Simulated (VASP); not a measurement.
An input for Quantum ESPRESSO's pw.x (written as the equivalent of a VASP run, and not itself run):

```
&CONTROL
  calculation = 'scf'
  pseudo_dir = './pseudo'
  outdir = './out'
  tprnfor = .true.
  tstress = .true.
/
&SYSTEM
  ibrav = 0
  nat = 4
  ntyp = 1
  ecutwfc = 44
  occupations = 'smearing'
  smearing = 'gaussian'
  degauss = 0.003675
  input_dft = 'pbe'
/
&ELECTRONS
  conv_thr = 7.3e-08
  electron_maxstep = 100
/
ATOMIC_SPECIES
  P 30.974 P.upf
CELL_PARAMETERS angstrom
     1.6550000   -5.2400000   -0.0000000
     1.6550000    5.2400000    0.0000000
     0.0000000    0.0000000    4.3800000
ATOMIC_POSITIONS crystal
  P    0.1017000  0.8983000  0.9194000
  P    0.3983000  0.6017000  0.4194000
  P    0.6017000  0.3983000  0.5806000
  P    0.8983000  0.1017000  0.0806000
K_POINTS automatic
  8 8 6 0 0 0
```

Write the VASP files for the same calculation (PBE).

One answer among several that fit: 
INCAR:
```
ALGO=Damped
EDIFF=1E-6
ENCUT=400
GGA=PE
ISIF=2
ISMEAR=0
LASPH=.TRUE.
LCHARG=.FALSE.
LREAL=.FALSE.
LWAVE=.FALSE.
NELM=100
PREC=Accurate
SIGMA=0.05
SYSTEM=P
```

File POSCAR:
```
P
1
    1.6550000000    -5.2400000000    -0.0000000000
    1.6550000000     5.2400000000     0.0000000000
    0.0000000000     0.0000000000     4.3800000000
P
4
Direct
  0.1017000000   0.8983000000   0.9194000000
  0.3983000000   0.6017000000   0.4194000000
  0.6017000000   0.3983000000   0.5806000000
  0.8983000000   0.1017000000   0.0806000000
```

**KPOINTS**
```
Automatic mesh
0
Gamma
8 8 6
0 0 0
```

POTCAR, in this order: P (PBE.64 set). Program: vasp_std.

The two are equivalent in intent, not identical: the potentials are each code's own (VASP's PAW set, PseudoDojo norm-conserving files in pw.x), so ENCUT and ecutwfc are chosen apart and not converted; conv_thr bounds pw.x's estimated SCF error, while EDIFF bounds the energy change between steps.

The compound is P in the black structure. The cell was not relaxed at this level. The run is one of a series of settings (ALGO = Damped against the base run), some of them coarse on purpose.
